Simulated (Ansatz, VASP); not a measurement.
# Sn in two plane-wave programs

Wanted: the spread between two codes on one cell, functional and k mesh. The cell is taken from a series of runs on this material, whose earlier steps may have relaxed, scaled, displaced or heated it; both programs get it as it stands.

Method: plane waves, with VASP 6.6.1 beside it; zone-centre phonons at LDA, in Ansatz 0.2.0.

**1. The structure**

The structure is cubic, space group Fd-3m (No. 227). The conventional cell has a = 6.472 Å, b = 6.472 Å, c = 6.472 Å, α = 90.00°, β = 90.00°, γ = 90.00°. Nearest to Sn lie 4 Sn at 2.80 Å. That group holds within 0.01 Å; judged at 0.001 Å it is R-3m (No. 166).

Structure file:

```cif
data_structure
_symmetry_space_group_name_H-M 'P 1'
_symmetry_Int_Tables_number 1
_cell_length_a 4.5765
_cell_length_b 4.5765
_cell_length_c 4.5765
_cell_angle_alpha 60.000
_cell_angle_beta 60.000
_cell_angle_gamma 60.000
_cell_volume 67.78
loop_
_atom_site_label
_atom_site_type_symbol
_atom_site_fract_x
_atom_site_fract_y
_atom_site_fract_z
_atom_site_occupancy
Sn1 Sn 0.49994 0.49994 0.49994 1
Sn2 Sn 0.75006 0.75006 0.75006 1
```

**2. VASP: zone-centre phonons, LDA**

Second derivatives magnify differences that forces hide, and they need a tight electronic threshold.

Lines of VASP's logs that name or quote its potential files are left out, and so is its time.

INCAR reads:

```
SYSTEM = Sn
PREC = Accurate
ENCUT = 500
EDIFF = 1E-08
NELM = 120
ISMEAR = 0
SIGMA = 0.015
LREAL = .FALSE.
ALGO = Normal
GGA = CA
NBANDS = 20
LORBIT = 11
LWAVE = .FALSE.
LCHARG = .FALSE.
ISIF = 2
ISYM = 2
IBRION = 8
LASPH = .TRUE.
GGA_COMPAT = .FALSE.
KPAR = 2
```

POSCAR reads:

```
Sn
1.0
    0.0000000000      3.2360620907      3.2360620907
    3.2360620907      0.0000000000      3.2360620907
    3.2360620907      3.2360620907      0.0000000000
Sn
2
Direct
    0.4999410867      0.4999410867      0.4999410867
    0.7500589133      0.7500589133      0.7500589133
```

KPOINTS reads:

```
Points of the shifted mesh
1728
Reciprocal
 0.0416666667  0.0416666667  0.0416666667 1
 0.0416666667  0.0416666667  0.1250000000 1
 0.0416666667  0.0416666667  0.2083333333 1
 0.0416666667  0.0416666667  0.2916666667 1
 0.0416666667  0.0416666667  0.3750000000 1
 0.0416666667  0.0416666667  0.4583333333 1
 0.0416666667  0.0416666667  0.5416666667 1
 0.0416666667  0.0416666667  0.6250000000 1
 0.0416666667  0.0416666667  0.7083333333 1
 0.0416666667  0.0416666667  0.7916666667 1
 0.0416666667  0.0416666667  0.8750000000 1
 0.0416666667  0.0416666667  0.9583333333 1
 0.0416666667  0.1250000000  0.0416666667 1
 0.0416666667  0.1250000000  0.1250000000 1
 0.0416666667  0.1250000000  0.2083333333 1
 0.0416666667  0.1250000000  0.2916666667 1
 0.0416666667  0.1250000000  0.3750000000 1
 0.0416666667  0.1250000000  0.4583333333 1
 0.0416666667  0.1250000000  0.5416666667 1
 0.0416666667  0.1250000000  0.6250000000 1
 0.0416666667  0.1250000000  0.7083333333 1
 0.0416666667  0.1250000000  0.7916666667 1
 0.0416666667  0.1250000000  0.8750000000 1
 0.0416666667  0.1250000000  0.9583333333 1
 0.0416666667  0.2083333333  0.0416666667 1
 0.0416666667  0.2083333333  0.1250000000 1
 0.0416666667  0.2083333333  0.2083333333 1
 0.0416666667  0.2083333333  0.2916666667 1
 0.0416666667  0.2083333333  0.3750000000 1
 0.0416666667  0.2083333333  0.4583333333 1
 0.0416666667  0.2083333333  0.5416666667 1
 0.0416666667  0.2083333333  0.6250000000 1
 0.0416666667  0.2083333333  0.7083333333 1
 0.0416666667  0.2083333333  0.7916666667 1
 0.0416666667  0.2083333333  0.8750000000 1
 0.0416666667  0.2083333333  0.9583333333 1
 0.0416666667  0.2916666667  0.0416666667 1
 0.0416666667  0.2916666667  0.1250000000 1
 0.0416666667  0.2916666667  0.2083333333 1
 0.0416666667  0.2916666667  0.2916666667 1
 0.0416666667  0.2916666667  0.3750000000 1
 0.0416666667  0.2916666667  0.4583333333 1
 0.0416666667  0.2916666667  0.5416666667 1
 0.0416666667  0.2916666667  0.6250000000 1
 0.0416666667  0.2916666667  0.7083333333 1
 0.0416666667  0.2916666667  0.7916666667 1
 0.0416666667  0.2916666667  0.8750000000 1
 0.0416666667  0.2916666667  0.9583333333 1
 0.0416666667  0.3750000000  0.0416666667 1
 0.0416666667  0.3750000000  0.1250000000 1
 0.0416666667  0.3750000000  0.2083333333 1
 0.0416666667  0.3750000000  0.2916666667 1
 0.0416666667  0.3750000000  0.3750000000 1
 0.0416666667  0.3750000000  0.4583333333 1
 0.0416666667  0.3750000000  0.5416666667 1
 0.0416666667  0.3750000000  0.6250000000 1
 0.0416666667  0.3750000000  0.7083333333 1
 0.0416666667  0.3750000000  0.7916666667 1
 0.0416666667  0.3750000000  0.8750000000 1
 0.0416666667  0.3750000000  0.9583333333 1
 0.0416666667  0.4583333333  0.0416666667 1
 0.0416666667  0.4583333333  0.1250000000 1
 0.0416666667  0.4583333333  0.2083333333 1
 0.0416666667  0.4583333333  0.2916666667 1
 0.0416666667  0.4583333333  0.3750000000 1
 0.0416666667  0.4583333333  0.4583333333 1
 0.0416666667  0.4583333333  0.5416666667 1
 0.0416666667  0.4583333333  0.6250000000 1
 0.0416666667  0.4583333333  0.7083333333 1
 0.0416666667  0.4583333333  0.7916666667 1
 0.0416666667  0.4583333333  0.8750000000 1
 0.0416666667  0.4583333333  0.9583333333 1
 0.0416666667  0.5416666667  0.0416666667 1
 0.0416666667  0.5416666667  0.1250000000 1
 0.0416666667  0.5416666667  0.2083333333 1
 0.0416666667  0.5416666667  0.2916666667 1
 0.0416666667  0.5416666667  0.3750000000 1
 0.0416666667  0.5416666667  0.4583333333 1
 0.0416666667  0.5416666667  0.5416666667 1
 0.0416666667  0.5416666667  0.6250000000 1
 0.0416666667  0.5416666667  0.7083333333 1
 0.0416666667  0.5416666667  0.7916666667 1
 0.0416666667  0.5416666667  0.8750000000 1
 0.0416666667  0.5416666667  0.9583333333 1
 0.0416666667  0.6250000000  0.0416666667 1
 0.0416666667  0.6250000000  0.1250000000 1
 0.0416666667  0.6250000000  0.2083333333 1
 0.0416666667  0.6250000000  0.2916666667 1
 0.0416666667  0.6250000000  0.3750000000 1
 0.0416666667  0.6250000000  0.4583333333 1
 0.0416666667  0.6250000000  0.5416666667 1
 0.0416666667  0.6250000000  0.6250000000 1
 0.0416666667  0.6250000000  0.7083333333 1
 0.0416666667  0.6250000000  0.7916666667 1
 0.0416666667  0.6250000000  0.8750000000 1
 0.0416666667  0.6250000000  0.9583333333 1
 0.0416666667  0.7083333333  0.0416666667 1
 0.0416666667  0.7083333333  0.1250000000 1
 0.0416666667  0.7083333333  0.2083333333 1
 0.0416666667  0.7083333333  0.2916666667 1
 0.0416666667  0.7083333333  0.3750000000 1
 0.0416666667  0.7083333333  0.4583333333 1
 0.0416666667  0.7083333333  0.5416666667 1
 0.0416666667  0.7083333333  0.6250000000 1
 0.0416666667  0.7083333333  0.7083333333 1
 0.0416666667  0.7083333333  0.7916666667 1
 0.0416666667  0.7083333333  0.8750000000 1
 0.0416666667  0.7083333333  0.9583333333 1
 0.0416666667  0.7916666667  0.0416666667 1
 0.0416666667  0.7916666667  0.1250000000 1
 0.0416666667  0.7916666667  0.2083333333 1
 0.0416666667  0.7916666667  0.2916666667 1
[... 1390 lines left out ...]
 0.8750000000  0.4583333333  0.1250000000 1
 0.8750000000  0.4583333333  0.2083333333 1
 0.8750000000  0.4583333333  0.2916666667 1
 0.8750000000  0.4583333333  0.3750000000 1
 0.8750000000  0.4583333333  0.4583333333 1
 0.8750000000  0.4583333333  0.5416666667 1
 0.8750000000  0.4583333333  0.6250000000 1
 0.8750000000  0.4583333333  0.7083333333 1
 0.8750000000  0.4583333333  0.7916666667 1
 0.8750000000  0.4583333333  0.8750000000 1
 0.8750000000  0.4583333333  0.9583333333 1
 0.8750000000  0.5416666667  0.0416666667 1
 0.8750000000  0.5416666667  0.1250000000 1
 0.8750000000  0.5416666667  0.2083333333 1
 0.8750000000  0.5416666667  0.2916666667 1
 0.8750000000  0.5416666667  0.3750000000 1
 0.8750000000  0.5416666667  0.4583333333 1
 0.8750000000  0.5416666667  0.5416666667 1
 0.8750000000  0.5416666667  0.6250000000 1
 0.8750000000  0.5416666667  0.7083333333 1
 0.8750000000  0.5416666667  0.7916666667 1
 0.8750000000  0.5416666667  0.8750000000 1
 0.8750000000  0.5416666667  0.9583333333 1
 0.8750000000  0.6250000000  0.0416666667 1
 0.8750000000  0.6250000000  0.1250000000 1
 0.8750000000  0.6250000000  0.2083333333 1
 0.8750000000  0.6250000000  0.2916666667 1
 0.8750000000  0.6250000000  0.3750000000 1
 0.8750000000  0.6250000000  0.4583333333 1
 0.8750000000  0.6250000000  0.5416666667 1
 0.8750000000  0.6250000000  0.6250000000 1
 0.8750000000  0.6250000000  0.7083333333 1
 0.8750000000  0.6250000000  0.7916666667 1
 0.8750000000  0.6250000000  0.8750000000 1
 0.8750000000  0.6250000000  0.9583333333 1
 0.8750000000  0.7083333333  0.0416666667 1
 0.8750000000  0.7083333333  0.1250000000 1
 0.8750000000  0.7083333333  0.2083333333 1
 0.8750000000  0.7083333333  0.2916666667 1
 0.8750000000  0.7083333333  0.3750000000 1
 0.8750000000  0.7083333333  0.4583333333 1
 0.8750000000  0.7083333333  0.5416666667 1
 0.8750000000  0.7083333333  0.6250000000 1
 0.8750000000  0.7083333333  0.7083333333 1
 0.8750000000  0.7083333333  0.7916666667 1
 0.8750000000  0.7083333333  0.8750000000 1
 0.8750000000  0.7083333333  0.9583333333 1
 0.8750000000  0.7916666667  0.0416666667 1
 0.8750000000  0.7916666667  0.1250000000 1
 0.8750000000  0.7916666667  0.2083333333 1
 0.8750000000  0.7916666667  0.2916666667 1
 0.8750000000  0.7916666667  0.3750000000 1
 0.8750000000  0.7916666667  0.4583333333 1
 0.8750000000  0.7916666667  0.5416666667 1
 0.8750000000  0.7916666667  0.6250000000 1
 0.8750000000  0.7916666667  0.7083333333 1
 0.8750000000  0.7916666667  0.7916666667 1
 0.8750000000  0.7916666667  0.8750000000 1
 0.8750000000  0.7916666667  0.9583333333 1
 0.8750000000  0.8750000000  0.0416666667 1
 0.8750000000  0.8750000000  0.1250000000 1
 0.8750000000  0.8750000000  0.2083333333 1
 0.8750000000  0.8750000000  0.2916666667 1
 0.8750000000  0.8750000000  0.3750000000 1
 0.8750000000  0.8750000000  0.4583333333 1
 0.8750000000  0.8750000000  0.5416666667 1
 0.8750000000  0.8750000000  0.6250000000 1
 0.8750000000  0.8750000000  0.7083333333 1
 0.8750000000  0.8750000000  0.7916666667 1
 0.8750000000  0.8750000000  0.8750000000 1
 0.8750000000  0.8750000000  0.9583333333 1
 0.8750000000  0.9583333333  0.0416666667 1
 0.8750000000  0.9583333333  0.1250000000 1
 0.8750000000  0.9583333333  0.2083333333 1
 0.8750000000  0.9583333333  0.2916666667 1
 0.8750000000  0.9583333333  0.3750000000 1
 0.8750000000  0.9583333333  0.4583333333 1
 0.8750000000  0.9583333333  0.5416666667 1
 0.8750000000  0.9583333333  0.6250000000 1
 0.8750000000  0.9583333333  0.7083333333 1
 0.8750000000  0.9583333333  0.7916666667 1
 0.8750000000  0.9583333333  0.8750000000 1
 0.8750000000  0.9583333333  0.9583333333 1
 0.9583333333  0.0416666667  0.0416666667 1
 0.9583333333  0.0416666667  0.1250000000 1
 0.9583333333  0.0416666667  0.2083333333 1
 0.9583333333  0.0416666667  0.2916666667 1
 0.9583333333  0.0416666667  0.3750000000 1
 0.9583333333  0.0416666667  0.4583333333 1
 0.9583333333  0.0416666667  0.5416666667 1
 0.9583333333  0.0416666667  0.6250000000 1
 0.9583333333  0.0416666667  0.7083333333 1
 0.9583333333  0.0416666667  0.7916666667 1
 0.9583333333  0.0416666667  0.8750000000 1
 0.9583333333  0.0416666667  0.9583333333 1
 0.9583333333  0.1250000000  0.0416666667 1
 0.9583333333  0.1250000000  0.1250000000 1
 0.9583333333  0.1250000000  0.2083333333 1
 0.9583333333  0.1250000000  0.2916666667 1
 0.9583333333  0.1250000000  0.3750000000 1
 0.9583333333  0.1250000000  0.4583333333 1
 0.9583333333  0.1250000000  0.5416666667 1
 0.9583333333  0.1250000000  0.6250000000 1
 0.9583333333  0.1250000000  0.7083333333 1
 0.9583333333  0.1250000000  0.7916666667 1
 0.9583333333  0.1250000000  0.8750000000 1
 0.9583333333  0.1250000000  0.9583333333 1
 0.9583333333  0.2083333333  0.0416666667 1
 0.9583333333  0.2083333333  0.1250000000 1
 0.9583333333  0.2083333333  0.2083333333 1
 0.9583333333  0.2083333333  0.2916666667 1
 0.9583333333  0.2083333333  0.3750000000 1
 0.9583333333  0.2083333333  0.4583333333 1
 0.9583333333  0.2083333333  0.5416666667 1
 0.9583333333  0.2083333333  0.6250000000 1
 0.9583333333  0.2083333333  0.7083333333 1
 0.9583333333  0.2083333333  0.7916666667 1
 0.9583333333  0.2083333333  0.8750000000 1
 0.9583333333  0.2083333333  0.9583333333 1
 0.9583333333  0.2916666667  0.0416666667 1
 0.9583333333  0.2916666667  0.1250000000 1
 0.9583333333  0.2916666667  0.2083333333 1
 0.9583333333  0.2916666667  0.2916666667 1
 0.9583333333  0.2916666667  0.3750000000 1
 0.9583333333  0.2916666667  0.4583333333 1
 0.9583333333  0.2916666667  0.5416666667 1
 0.9583333333  0.2916666667  0.6250000000 1
 0.9583333333  0.2916666667  0.7083333333 1
 0.9583333333  0.2916666667  0.7916666667 1
 0.9583333333  0.2916666667  0.8750000000 1
 0.9583333333  0.2916666667  0.9583333333 1
 0.9583333333  0.3750000000  0.0416666667 1
 0.9583333333  0.3750000000  0.1250000000 1
 0.9583333333  0.3750000000  0.2083333333 1
 0.9583333333  0.3750000000  0.2916666667 1
 0.9583333333  0.3750000000  0.3750000000 1
 0.9583333333  0.3750000000  0.4583333333 1
 0.9583333333  0.3750000000  0.5416666667 1
 0.9583333333  0.3750000000  0.6250000000 1
 0.9583333333  0.3750000000  0.7083333333 1
 0.9583333333  0.3750000000  0.7916666667 1
 0.9583333333  0.3750000000  0.8750000000 1
 0.9583333333  0.3750000000  0.9583333333 1
 0.9583333333  0.4583333333  0.0416666667 1
 0.9583333333  0.4583333333  0.1250000000 1
 0.9583333333  0.4583333333  0.2083333333 1
 0.9583333333  0.4583333333  0.2916666667 1
 0.9583333333  0.4583333333  0.3750000000 1
 0.9583333333  0.4583333333  0.4583333333 1
 0.9583333333  0.4583333333  0.5416666667 1
 0.9583333333  0.4583333333  0.6250000000 1
 0.9583333333  0.4583333333  0.7083333333 1
 0.9583333333  0.4583333333  0.7916666667 1
 0.9583333333  0.4583333333  0.8750000000 1
 0.9583333333  0.4583333333  0.9583333333 1
 0.9583333333  0.5416666667  0.0416666667 1
 0.9583333333  0.5416666667  0.1250000000 1
 0.9583333333  0.5416666667  0.2083333333 1
 0.9583333333  0.5416666667  0.2916666667 1
 0.9583333333  0.5416666667  0.3750000000 1
 0.9583333333  0.5416666667  0.4583333333 1
 0.9583333333  0.5416666667  0.5416666667 1
 0.9583333333  0.5416666667  0.6250000000 1
 0.9583333333  0.5416666667  0.7083333333 1
 0.9583333333  0.5416666667  0.7916666667 1
 0.9583333333  0.5416666667  0.8750000000 1
 0.9583333333  0.5416666667  0.9583333333 1
 0.9583333333  0.6250000000  0.0416666667 1
 0.9583333333  0.6250000000  0.1250000000 1
 0.9583333333  0.6250000000  0.2083333333 1
 0.9583333333  0.6250000000  0.2916666667 1
 0.9583333333  0.6250000000  0.3750000000 1
 0.9583333333  0.6250000000  0.4583333333 1
 0.9583333333  0.6250000000  0.5416666667 1
 0.9583333333  0.6250000000  0.6250000000 1
 0.9583333333  0.6250000000  0.7083333333 1
 0.9583333333  0.6250000000  0.7916666667 1
 0.9583333333  0.6250000000  0.8750000000 1
 0.9583333333  0.6250000000  0.9583333333 1
 0.9583333333  0.7083333333  0.0416666667 1
 0.9583333333  0.7083333333  0.1250000000 1
 0.9583333333  0.7083333333  0.2083333333 1
 0.9583333333  0.7083333333  0.2916666667 1
 0.9583333333  0.7083333333  0.3750000000 1
 0.9583333333  0.7083333333  0.4583333333 1
 0.9583333333  0.7083333333  0.5416666667 1
 0.9583333333  0.7083333333  0.6250000000 1
 0.9583333333  0.7083333333  0.7083333333 1
 0.9583333333  0.7083333333  0.7916666667 1
 0.9583333333  0.7083333333  0.8750000000 1
 0.9583333333  0.7083333333  0.9583333333 1
 0.9583333333  0.7916666667  0.0416666667 1
 0.9583333333  0.7916666667  0.1250000000 1
 0.9583333333  0.7916666667  0.2083333333 1
 0.9583333333  0.7916666667  0.2916666667 1
 0.9583333333  0.7916666667  0.3750000000 1
 0.9583333333  0.7916666667  0.4583333333 1
 0.9583333333  0.7916666667  0.5416666667 1
 0.9583333333  0.7916666667  0.6250000000 1
 0.9583333333  0.7916666667  0.7083333333 1
 0.9583333333  0.7916666667  0.7916666667 1
 0.9583333333  0.7916666667  0.8750000000 1
 0.9583333333  0.7916666667  0.9583333333 1
 0.9583333333  0.8750000000  0.0416666667 1
 0.9583333333  0.8750000000  0.1250000000 1
 0.9583333333  0.8750000000  0.2083333333 1
 0.9583333333  0.8750000000  0.2916666667 1
 0.9583333333  0.8750000000  0.3750000000 1
 0.9583333333  0.8750000000  0.4583333333 1
 0.9583333333  0.8750000000  0.5416666667 1
 0.9583333333  0.8750000000  0.6250000000 1
 0.9583333333  0.8750000000  0.7083333333 1
 0.9583333333  0.8750000000  0.7916666667 1
 0.9583333333  0.8750000000  0.8750000000 1
 0.9583333333  0.8750000000  0.9583333333 1
 0.9583333333  0.9583333333  0.0416666667 1
 0.9583333333  0.9583333333  0.1250000000 1
 0.9583333333  0.9583333333  0.2083333333 1
 0.9583333333  0.9583333333  0.2916666667 1
 0.9583333333  0.9583333333  0.3750000000 1
 0.9583333333  0.9583333333  0.4583333333 1
 0.9583333333  0.9583333333  0.5416666667 1
 0.9583333333  0.9583333333  0.6250000000 1
 0.9583333333  0.9583333333  0.7083333333 1
 0.9583333333  0.9583333333  0.7916666667 1
 0.9583333333  0.9583333333  0.8750000000 1
 0.9583333333  0.9583333333  0.9583333333 1
```

PAW data sets: Sn_d (LDA family, release 64).

Command:

```console
$ mpirun -np 2 vasp_std
```

Numbers of over 12 decimals in the logs are rounded to 6 here.

Output:

```text
[banner, memory and clock lines left out]
running    2 mpi-ranks, on    1 nodes
 distrk:  each k-point on    1 cores,    2 groups
 distr:  one band on    1 cores,    1 groups

 POSCAR found type information on POSCAR Sn
 POSCAR found :  1 types and       2 ions
 LDA part: xc-table for (Slater(with rela. corr.)+CA(PZ))
 , standard interpolation
 POSCAR, INCAR and KPOINTS ok, starting setup
 FFT: planning ... GRIDC
 FFT: planning ... GRID_SOFT
 FFT: planning ... GRID
 WAVECAR not read
 entering main loop
       N       E                     dE             d eps       ncg     rms          rms(c)
DAV:   1     0.222404140961E+03    0.22240E+03   -0.14793E+04 69672   0.201E+03
DAV:   2     0.147791254546E+02   -0.20763E+03   -0.20383E+03 69380   0.441E+02
DAV:   3    -0.829441569037E+01   -0.23074E+02   -0.22935E+02 79104   0.143E+02
DAV:   4    -0.904618860409E+01   -0.75177E+00   -0.75137E+00 78348   0.293E+01
DAV:   5    -0.907226331305E+01   -0.26075E-01   -0.26074E-01 93968   0.535E+00    0.335E+00
DAV:   6    -0.898532886710E+01    0.86934E-01   -0.43424E-02 87808   0.228E+00    0.188E+00
DAV:   7    -0.894242745536E+01    0.42901E-01   -0.62907E-02 71820   0.226E+00    0.147E-01
DAV:   8    -0.894300456154E+01   -0.57711E-03   -0.54047E-03 79824   0.828E-01    0.542E-02
DAV:   9    -0.894309226431E+01   -0.87703E-04   -0.17703E-04 90580   0.996E-02    0.145E-02
DAV:  10    -0.894309222560E+01    0.38707E-07   -0.15185E-05 93524   0.460E-02    0.415E-03
DAV:  11    -0.894309262201E+01   -0.39641E-06   -0.11625E-06 75216   0.732E-03    0.161E-03
DAV:  12    -0.894309262129E+01    0.72305E-09   -0.49891E-08 73196   0.190E-03
   1 F= -.89430926E+01 E0= -.89430887E+01  d E =-.791430E-05
 Linear response reoptimize wavefunctions to high precision
DAV:   1    -0.894309262225E+01   -0.95633E-09   -0.61769E-09 73500   0.719E-04
DAV:   2    -0.894309262228E+01   -0.30923E-10   -0.36831E-10 44508   0.198E-04
 Linear response DOF=           1
 Linear response progress:
  Degree of freedom:   1/  1
       N       E                     dE             d eps       ncg     rms          rms(c)
RMM:   1    -0.216428050513E+00   -0.21643E+00    0.60495E-01 86716   0.103E+01
RMM:   2    -0.223279321667E+00   -0.68513E-02   -0.20322E-02121092   0.119E+00    0.698E-02
RMM:   3    -0.223436169007E+00   -0.15685E-03   -0.16767E-03127153   0.330E-01    0.323E-02
RMM:   4    -0.223333565567E+00    0.10260E-03   -0.12018E-04126490   0.100E-01    0.106E-02
RMM:   5    -0.223326716295E+00    0.68493E-05   -0.16212E-05130013   0.329E-02    0.397E-03
RMM:   6    -0.223330003737E+00   -0.32874E-05   -0.35139E-07128385   0.958E-03    0.166E-03
RMM:   7    -0.223330786581E+00   -0.78284E-06   -0.20252E-07127921   0.341E-03    0.424E-04
RMM:   8    -0.223328564469E+00    0.22221E-05   -0.81767E-08130931   0.124E-03    0.261E-04
RMM:   9    -0.223327530000E+00    0.10345E-05    0.49691E-08131828   0.480E-04    0.370E-05
RMM:  10    -0.223327725546E+00   -0.19555E-06   -0.16493E-09136741   0.203E-04    0.293E-05
RMM:  11    -0.223327636213E+00    0.89333E-07   -0.32409E-08132505   0.105E-04    0.618E-06
RMM:  12    -0.223327638060E+00   -0.18466E-08   -0.86260E-09141073   0.599E-05    0.443E-06
 first order change of Fermi-energy   0.11493E+01
 force on displaced ion       1 direction 1 :  -8.006  -0.065  -0.065
 Linear response finished
```

(Part 1 of 2 ends here.)

[Lines on the potential files, build, host, timing and source positions are cut from VASP's logs without a mark.]

[Logs are printed without paths, hosts, clocks, repeated set-up lines and the standing remarks that a program may print on its own settings, such as how far it seeks lower states.]

[Hosts, paths, dates, database ids (printed as entryN), source tags and the programs' standing remarks are cut or masked in the printed files.]
